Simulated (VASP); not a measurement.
# A VASP study of Bi2Pd (Urvantsevite) (PBEsol): structure first, properties next, part 2 of 4

What structure and properties does PBEsol give Bi2Pd (Urvantsevite), and how near are they to the measured ones? The start is a cell from a database of measured crystal structures.

VASP 6.6.1; PBEsol; plane waves and PAW (Bi_d, Pd).

So far. Step 2 (Relaxing cell and atoms (PBEsol)): It ends with a largest force of 0.007 eV/Å and a pressure of 0.01 GPa. The volume lies -1.4 % from that of the database's start, which holds the thermal and zero-point expansion of its experiment. Step 3 (Second relaxation): It ends with a largest force of 0.007 eV/Å and a pressure of -0.01 GPa. The volume moved by under 0.01 %: the run met its threshold at the first step. The relaxed cell has a = 3.360, c = 12.817 Å (conventional setting).

## 4. Density, ELF and potential (PBEsol)

A single point on the relaxed cell gives a clean self-consistent state, with density, ELF and potential written out.

INCAR reads:

```
SYSTEM = Bi2Pd
PREC = Accurate
ENCUT = 400
EDIFF = 1E-06
NELM = 100
ISMEAR = 1
SIGMA = 0.2
LREAL = .FALSE.
ALGO = Normal
GGA = PS
NBANDS = 26
LASPH = .TRUE.
LORBIT = 11
LWAVE = .FALSE.
LCHARG = .TRUE.
ISIF = 2
LELF = .TRUE.
LVHAR = .TRUE.
```

POSCAR reads:

```
Bi2Pd
1.0
   -1.6797932146      1.6797932146      6.4086962640
    1.6797932146     -1.6797932146      6.4086962640
    1.6797932146      1.6797932146     -6.4086962640
Bi Pd
2 1
Direct
    0.3636036828      0.3636036828      0.0000000000
    0.6363963172      0.6363963172      0.0000000000
    0.0000000000      0.0000000000      0.0000000000
```

KPOINTS reads:

```
Automatic mesh
0
Gamma
9 9 9
0 0 0
```

The projector-augmented-wave data sets are Bi_d and Pd (PBE family, release 64).

The run is started by

```bash
$ mpirun -np 2 vasp_std
```

The log of the run:

```text
[banner, memory and clock lines left out]
running    2 mpi-ranks, on    1 nodes
 distrk:  each k-point on    2 cores,    1 groups
 distr:  one band on    1 cores,    2 groups

 POSCAR found type information on POSCAR BiPd
 POSCAR found :  2 types and       3 ions
 [... a notice as in an earlier step ...]

 LDA part: xc-table for (Slater+PW92), standard interpolation
 POSCAR, INCAR and KPOINTS ok, starting setup
 FFT: planning ... GRIDC
 FFT: planning ... GRID_SOFT
 FFT: planning ... GRID
 WAVECAR not read
 entering main loop
       N       E                     dE             d eps       ncg     rms          rms(c)
[... 1 cycle as in an earlier step ...]
DAV:   2     0.165940688523E+02   -0.36032E+03   -0.35347E+03  3986   0.437E+02
DAV:   3    -0.144914386629E+02   -0.31086E+02   -0.30657E+02  4790   0.147E+02
[... 1 cycle as in an earlier step ...]
DAV:   5    -0.154888341353E+02   -0.36576E-01   -0.36574E-01  5350   0.472E+00    0.466E+00
DAV:   6    -0.153086808941E+02    0.18015E+00   -0.32843E-01  4322   0.459E+00    0.237E+00
DAV:   7    -0.152724167713E+02    0.36264E-01   -0.16864E-01  4554   0.310E+00    0.979E-01
DAV:   8    -0.152633983247E+02    0.90184E-02   -0.62193E-02  4160   0.160E+00    0.372E-01
DAV:   9    -0.152625379867E+02    0.86034E-03   -0.61463E-03  5130   0.671E-01    0.703E-02
DAV:  10    -0.152624750532E+02    0.62933E-04   -0.59025E-04  4246   0.184E-01    0.280E-02
DAV:  11    -0.152624740503E+02    0.10030E-05   -0.73021E-05  5082   0.617E-02    0.521E-03
DAV:  12    -0.152624735007E+02    0.54961E-06   -0.42465E-06  3846   0.176E-02
   1 F= -.15262474E+02 E0= -.15261148E+02  d E =-.397623E-02
```

Elapsed: 68 s, on 2 MPI ranks of AMD EPYC 9R45, shared host; peak memory 0.47 GiB; 2.2 min of CPU time.

OUTCAR, selected parts (step 4):

```text
The static configuration has the point symmetry D_4h.

 Found     75 irreducible k-points:

   NELECT =      40.0000    total number of electrons

 E-fermi :   9.2116

  Total        0.0034501      0.0034501     -0.0137924      0.0000000      0.0000000     -0.0000000
  in kB        0.0764187      0.0764187     -0.3054980      0.0000000      0.0000000     -0.0000000
  external PRESSURE =      -0.0508868 kB  Pullay stress =       0.0000000 kB

 POSITION                                       TOTAL-FORCE (eV/Angst)
 -----------------------------------------------------------------------------------
      0.00000      0.00000      4.66045         0.000000      0.000000     -0.006782
      0.00000      0.00000      8.15694         0.000000      0.000000      0.006782
      0.00000      0.00000      0.00000        -0.000000     -0.000000      0.000000
 -----------------------------------------------------------------------------------
    total drift:                                0.000000     -0.000000      0.000000

  FREE ENERGIE OF THE ION-ELECTRON SYSTEM (eV)
  ---------------------------------------------------
  free  energy   TOTEN  =       -15.2624735007 eV

  energy  without entropy=      -15.2584972667  energy(sigma->0) =      -15.26114809

[... 16 parts as in an earlier step ...]
```

Numbers from this step:

```
SCF cycles : 12
```

Valence electrons inside each PAW sphere by angular momentum. Sphere charges, by row:

```csv
atom,s (e),p (e),d (e),tot (e)
Bi1,1.542,1.296,9.938,12.78
Bi2,1.542,1.296,9.938,12.78
Pd3,0.408,0.396,8.615,9.419
```

ELF in the ac plane of the conventional cell at fractional y = 0.000, with atoms of Bi and Pd within 0.2 Å of it. It is the smooth field of the valence electrons, not physical close to the nuclei.

Ten even steps from '_' (0.01) to '@' (0.56), each cell a mean:
```
____::====----------==--..__
==========--======--========
--------==============------
::::::------------------::::
......::::::------::::::....
======--::::::::::::----====
@@@@%%##**==--::--++**##%%@@
####@@@@%%**==--==##@@@@%%##
%%==**@@@@**++==++##@@%%==++
++**##%%##++====++**%%%%##++
####****++====--====++****##
========------------========
==========----------========
########++++======++**######
**==**@@%%**++==++**%%%%++++
##++**@@@@**====++##@@%%++++
%%@@@@@@%%++==--==**%%@@@@%%
%%%%##**++--::::::==++**##%%
----::::::::::::::::::::::--
....::::::----------::::....
::::--------======--------::
============================
----======----------====----
____..====--------==++--____
```
Columns run along a (3.4 Å), rows up along c (12.8 Å), edges of the conventional cell, whose origin can differ from the input's. Atoms in or near the plane, at fractional coordinates: Bi at (0.00, 0.36), Bi at (0.00, 0.64), Pd at (0.00, 0.00).

Valence density in the ac plane of the conventional cell at fractional y = 0.000, with atoms of Bi and Pd within 0.2 Å of it. It is the smooth field of the valence electrons, not physical close to the nuclei.

Ten steps, logarithmic in the rise over the least value, from '_' (0.05 × 1e0 e/Å³) to '@' (9.45 × 1e0 e/Å³), each cell a mean:
```
%%##**++--::......::==++##%%
++====--::..........::--==++
............................
________............________
____________________________
____________________________
==----::..________....::----
%%##**++--::......::--++####
@@@@%%**==::....::--++##%%@@
%%%%##++--::......::==++##%%
====--::::..........::----==
............................
::::....................::::
**++==--::........::::--++++
@@%%##**==::....::--==**%%@@
@@@@%%**==::....::--==**%%@@
##**++==::....__..::--==****
::::::....__________....::::
____________________________
____________......__________
________..............______
::::::..................::::
****++--::........::--==++**
%%%%##++--::......::==**##%%
```
Columns run along a (3.4 Å), rows up along c (12.8 Å), edges of the conventional cell, whose origin can differ from the input's. Atoms in or near the plane, at fractional coordinates: Bi at (0.00, 0.36), Bi at (0.00, 0.64), Pd at (0.00, 0.00).

Electrostatic potential energy in the ac plane of the conventional cell at fractional y = 0.000, with atoms of Bi and Pd within 0.2 Å of it. With pseudopotentials it is smooth inside the atoms' cores, unlike the true potential.

Ten even steps from '_' (-93 eV) to '@' (3 eV), each cell a mean:
```
----==**%%@@@@@@@@@@%%**==--
####%%@@@@@@@@@@@@@@@@@@%%##
@@@@@@@@@@@@@@@@@@@@@@@@@@@@
@@@@@@@@@@@@@@@@@@@@@@@@@@@@
@@@@@@@@@@@@@@@@@@@@@@@@@@@@
@@@@@@@@@@@@@@@@@@@@@@@@@@@@
%%%%@@@@@@@@@@@@@@@@@@@@%%%%
..::==**%%@@@@@@@@@@%%**--::
____..==##@@@@@@@@%%**--____
....--**%%@@@@@@@@@@%%++::..
####%%@@@@@@@@@@@@@@@@@@%%##
@@@@@@@@@@@@@@@@@@@@@@@@@@@@
@@@@@@@@@@@@@@@@@@@@@@@@@@@@
++**##%%@@@@@@@@@@@@@@%%**++
____::++%%@@@@@@@@@@##==..__
____..==##@@@@@@@@@@**--____
--==**%%@@@@@@@@@@@@%%##++==
@@@@@@@@@@@@@@@@@@@@@@@@@@@@
@@@@@@@@@@@@@@@@@@@@@@@@@@@@
@@@@@@@@@@@@@@@@@@@@@@@@@@@@
@@@@@@@@@@@@@@@@@@@@@@@@@@@@
@@@@@@@@@@@@@@@@@@@@@@@@@@@@
++**##%%@@@@@@@@@@@@@@%%****
::::==**%%@@@@@@@@@@%%++--::
```
Columns run along a (3.4 Å; values clipped at the 3rd and 97th percentile), rows up along c (12.8 Å), edges of the conventional cell, whose origin can differ from the input's. Atoms in or near the plane, at fractional coordinates: Bi at (0.00, 0.36), Bi at (0.00, 0.64), Pd at (0.00, 0.00).

In this run the pressure is -0.01 GPa, small enough to go on.

## 5. Bands along the symmetry lines (PBEsol)

Levels along the symmetry lines show where the bands peak and cross; KPOINTS_OPT computes them in the converged potential.

INCAR reads:

```
SYSTEM = Bi2Pd
PREC = Accurate
ENCUT = 400
EDIFF = 1E-06
NELM = 100
ISMEAR = 1
SIGMA = 0.2
LREAL = .FALSE.
ALGO = Normal
GGA = PS
NBANDS = 33
LASPH = .TRUE.
LORBIT = 11
LWAVE = .FALSE.
LCHARG = .FALSE.
KPAR = 2
```

POSCAR is that of step 4.

KPOINTS is that of step 4.

KPOINTS_OPT reads:

```
Line mode
16
Line-mode
Reciprocal
  0.00000000   0.00000000   0.00000000 GAMMA
 -0.50000000   0.50000000   0.00000000 X

 -0.50000000   0.50000000   0.00000000 X
 -0.50000000   0.50000000  -0.03435123 Y

 -0.50000000   0.50000000  -0.03435123 Y
 -0.26717561   0.26717561  -0.26717561 S

 -0.26717561   0.26717561  -0.26717561 S
  0.00000000   0.00000000   0.00000000 GAMMA

  0.00000000   0.00000000   0.00000000 GAMMA
  0.50000000   0.50000000  -0.50000000 Z

  0.50000000   0.50000000  -0.50000000 Z
  0.26717561   0.73282439  -0.73282439 S1

  0.26717561   0.73282439  -0.73282439 S1
  0.00000000   0.50000000  -0.50000000 N

  0.00000000   0.50000000  -0.50000000 N
 -0.25000000   0.75000000  -0.25000000 P

 -0.25000000   0.75000000  -0.25000000 P
  0.03435123   0.96564877  -0.50000000 Y1

  0.03435123   0.96564877  -0.50000000 Y1
  0.50000000   0.50000000  -0.50000000 Z

 -0.50000000   0.50000000   0.00000000 X
 -0.25000000   0.75000000  -0.25000000 P
```

The run is started by

```bash
$ mpirun -np 2 vasp_std
```

The log of the run:

```text
[... set-up lines as in an earlier step ...]
 entering main loop
       N       E                     dE             d eps       ncg     rms          rms(c)
DAV:   1     0.389405570078E+03    0.38941E+03   -0.16833E+04  5008   0.126E+03
DAV:   2     0.204853851292E+02   -0.36892E+03   -0.35442E+03  4998   0.377E+02
DAV:   3    -0.142437359825E+02   -0.34729E+02   -0.34296E+02  5875   0.125E+02
DAV:   4    -0.154337962067E+02   -0.11901E+01   -0.11886E+01  5940   0.242E+01
DAV:   5    -0.154888965980E+02   -0.55100E-01   -0.55096E-01  7520   0.472E+00    0.466E+00
DAV:   6    -0.153088634105E+02    0.18003E+00   -0.24051E-01  5922   0.365E+00    0.237E+00
DAV:   7    -0.152725094267E+02    0.36354E-01   -0.10857E-01  6002   0.238E+00    0.988E-01
DAV:   8    -0.152633952341E+02    0.91142E-02   -0.53708E-02  5547   0.127E+00    0.367E-01
DAV:   9    -0.152624949619E+02    0.90027E-03   -0.39642E-03  6911   0.479E-01    0.605E-02
DAV:  10    -0.152624768776E+02    0.18084E-04   -0.29604E-04  5571   0.103E-01    0.284E-02
DAV:  11    -0.152624738746E+02    0.30030E-05   -0.41574E-05  6926   0.417E-02    0.372E-03
DAV:  12    -0.152624734117E+02    0.46284E-06   -0.24426E-06  5041   0.118E-02
   1 F= -.15262473E+02 E0= -.15261148E+02  d E =-.397620E-02
 Start KPOINTS_OPT (optional k-point list driver)
k-point batch [1-75\176]
       N       E                     dE             ncg
DAV:   1     0.165092789954E+05   -0.49623E+05     5022
DAV:   2    -0.112918811189E+05   -0.27801E+05     5134
DAV:   3    -0.139455246229E+05   -0.26536E+04     5837
DAV:   4    -0.140369850488E+05   -0.91460E+02     5802
DAV:   5    -0.140409665524E+05   -0.39815E+01     7275
DAV:   6    -0.140410232331E+05   -0.56681E-01     6303
DAV:   7    -0.140410249883E+05   -0.17552E-02     7434
DAV:   8    -0.140410250064E+05   -0.18123E-04     5164
DAV:   9    -0.140410250073E+05   -0.85511E-06     3906
[...]
k-point batch [151-176\176]
       N       E                     dE             ncg
DAV:   1     0.700445535579E+05   -0.23576E+05     1748
DAV:   2     0.603979584293E+05   -0.96466E+04     1812
DAV:   3     0.594840662426E+05   -0.91389E+03     1972
DAV:   4     0.594526353976E+05   -0.31431E+02     2053
DAV:   5     0.594512441710E+05   -0.13912E+01     2517
DAV:   6     0.594512216253E+05   -0.22546E-01     2341
DAV:   7     0.594512212423E+05   -0.38307E-03     2519
DAV:   8     0.594512212371E+05   -0.51072E-05     1831
DAV:   9     0.594512212368E+05   -0.34432E-06     1423
```

Wall time 3.6 min (2 MPI ranks); peak memory 0.8 GiB; 7.1 min of CPU time.

From OUTCAR (step 5):

```text
   k-points           NKPTS =     75   k-points in BZ     NKDIM =     75   number of bands    NBANDS=     33

   NELECT =      40.0000    total number of electrons

 E-fermi :   9.2116

 k-point     3 :       0.2222   -0.0000    0.0000
  band No.  band energies     occupation
    ...
     16       6.1014      2.00000
     17       6.2059      2.00000
     18       6.3483      2.00000
     19       7.6529      2.00000
     20       8.4559      2.00000
     21      11.9700     -0.00000
     22      12.2708     -0.00000
     23      13.0462     -0.00000
     24      15.4126      0.00000
     25      16.0319      0.00000
    ...

  Total       -0.0000517     -0.0000517     -0.0172949      0.0000000      0.0000000     -0.0000000
  in kB       -0.0011443     -0.0011443     -0.3830778      0.0000000      0.0000000     -0.0000000
  external PRESSURE =      -0.1284555 kB  Pullay stress =       0.0000000 kB

 POSITION                                       TOTAL-FORCE (eV/Angst)
 -----------------------------------------------------------------------------------
      0.00000      0.00000      4.66045         0.000000      0.000000     -0.006691
      0.00000      0.00000      8.15694        -0.000000     -0.000000      0.006691
      0.00000      0.00000      0.00000         0.000000      0.000000      0.000000
 -----------------------------------------------------------------------------------
    total drift:                                0.000000     -0.000000      0.000000

  FREE ENERGIE OF THE ION-ELECTRON SYSTEM (eV)
  ---------------------------------------------------
  free  energy   TOTEN  =       -15.2624734117 eV

  energy  without entropy=      -15.2584972072  energy(sigma->0) =      -15.26114801

[... 11 parts as in an earlier step ...]

[... 5 further parts left out ...]
```

Spin-orbit coupling is off here; with elements this heavy it splits and shifts levels by tenths of an eV or more.

Numbers from this step:

- bands: 33
- pressure: -0.01285 GPa

Electronic bands along the path, in eV, zero at the Fermi level; # counts the bands kept:

```csv
point,#5,#6,#7,#8,#9,#10,#11,#12
Γ,-2.83,-2.66,1.83,2.38,2.38,3.14,3.14,4.67
0.53 of the way,-3.05,-2.88,-1.59,-0.68,-0.61,-0.11,3.19,5.21
X,-3.31,-2.93,-2.00,-0.99,0.50,0.94,1.06,2.04
0.47 of the way,-3.35,-2.90,-2.01,-1.02,0.51,0.96,1.10,2.05
Y,-3.46,-2.82,-2.01,-1.14,0.52,1.03,1.24,2.09
0.47 of the way,-3.18,-2.13,-2.08,-1.47,0.61,0.85,2.19,3.21
S,-2.90,-2.88,-2.76,-1.51,1.36,2.94,4.63,4.64
0.53 of the way,-3.07,-2.93,-1.79,-1.38,3.35,3.55,3.60,6.45
Γ,-2.83,-2.66,1.83,2.38,2.38,3.14,3.14,4.67
0.53 of the way,-2.83,-2.66,-0.12,1.72,1.72,4.12,4.12,5.91
Z,-2.77,-2.66,-1.65,1.43,1.43,4.74,4.74,5.93
0.53 of the way,-3.06,-2.96,-1.17,-0.38,0.04,2.67,3.97,4.86
S1,-2.90,-2.88,-2.76,-1.51,1.36,2.94,4.63,4.64
0.53 of the way,-3.15,-2.89,-2.46,-1.68,1.20,3.78,4.55,4.78
N,-3.23,-2.89,-2.25,-1.82,1.05,4.52,4.61,4.82
0.47 of the way,-3.19,-2.34,-1.90,-1.30,0.46,0.98,2.08,3.55
P,-3.77,-2.96,-2.00,-0.29,-0.29,0.96,1.00,2.39
0.47 of the way,-3.49,-2.92,-2.01,-0.79,0.22,0.97,1.06,2.23
Y1,-3.46,-2.82,-2.01,-1.14,0.52,1.03,1.24,2.09
0.47 of the way,-3.39,-2.95,-1.36,-0.92,0.24,0.94,1.69,4.42
Z,-2.77,-2.66,-1.65,1.43,1.43,4.74,4.74,5.93
jump to X,-3.31,-2.93,-2.00,-0.99,0.50,0.94,1.06,2.04
0.53 of the way,-3.47,-2.94,-2.00,-0.75,0.21,0.95,1.03,2.21
P,-3.77,-2.96,-2.00,-0.29,-0.29,0.96,1.00,2.39
```

Of the projections kept (Bi, Pd), the largest for each band there; the rest of the weight can lie on other orbitals:

```csv
point,#5,#6,#7,#8,#9,#10,#11,#12
Γ,Pd 0.94,Pd 1.00,Bi 0.84,Bi 0.82,Bi 0.82,Bi 0.83,Bi 0.83,Bi 0.52
X,Bi 0.76,Pd 0.98,Pd 1.00,Pd 0.68,Pd 0.54,Pd 0.63,Bi 0.92,Pd 0.75
Y,Bi 0.58,Pd 0.90,Pd 0.99,Pd 0.64,Pd 0.53,Pd 0.59,Bi 0.87,Pd 0.77
S,Pd 0.99,Pd 0.73,Pd 0.56,Pd 0.82,Bi 0.66,Pd 0.63,Bi 1.00,Bi 0.86
Γ,Pd 0.94,Pd 1.00,Bi 0.84,Bi 0.82,Bi 0.82,Bi 0.83,Bi 0.83,Bi 0.52
Z,Bi 0.88,Pd 1.00,Pd 0.67,Bi 0.86,Bi 0.86,Bi 0.84,Bi 0.84,Bi 0.60
```

There is no gap at this level.

[end of part 2 of 4]

[Lines on the potential files, build, host, timing and source positions are cut from VASP's logs without a mark.]

[Logs are printed without paths, hosts, clocks, repeated set-up lines and the standing remarks that a program may print on its own settings, such as how far it seeks lower states.]

[Hosts, paths, dates, database ids (printed as entryN), source tags and the programs' standing remarks are cut or masked in the printed files.]

[A measured line is paired with the nearest computed mode of its activity, which favours agreement.]
